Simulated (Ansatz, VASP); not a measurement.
# Si in VASP and in Ansatz

```
Si
1.0
     3.83132    0.00000    0.00000
    -1.91566    3.31802    0.00000
     0.00000    0.00000    6.33262
Si
4
Direct
  0.33333 0.66667 0.01564
  0.66667 0.33333 0.56301
  0.33333 0.66667 0.43699
  0.66667 0.33333 0.93699
```

Alike in both runs: task single point; functional LDA; k mesh 12 × 12 × 6; occupations gaussian, width 0.03 eV; no spin polarisation.

```csv
,VASP,Ansatz
version,VASP 6.6.1,Ansatz 0.2.0
potentials or method,"VASP PAW LDA potentials, release 64 (Si)","scalar-relativistic, plane waves, PAW"
plane-wave cutoff (eV),520,420
valence electrons in the cell,16,16
```

Ansatz gave:

| Property | Result |
| --- | --- |
| gap on the k mesh at the Fermi level (eV) | none |
| pressure (GPa) | -0.7 |
| largest component of the traceless stress (GPa) | 4.15 |
| rms of the force components (eV/Å) | 0.884 |

Estimate VASP's values.

gap on the k mesh at the Fermi level (eV): none; pressure (GPa): -0.7; largest component of the traceless stress (GPa): 4.17; rms of the force components (eV/Å): 0.886.

Atom by atom the forces differ by 0.002 eV/Å (rms over components). A gap of «none» marks a metal or a gap that the smearing closes.

Caveats: forces of over 1 eV/Å show positions far from the minimum, so gaps and moduli don't describe the material at rest.
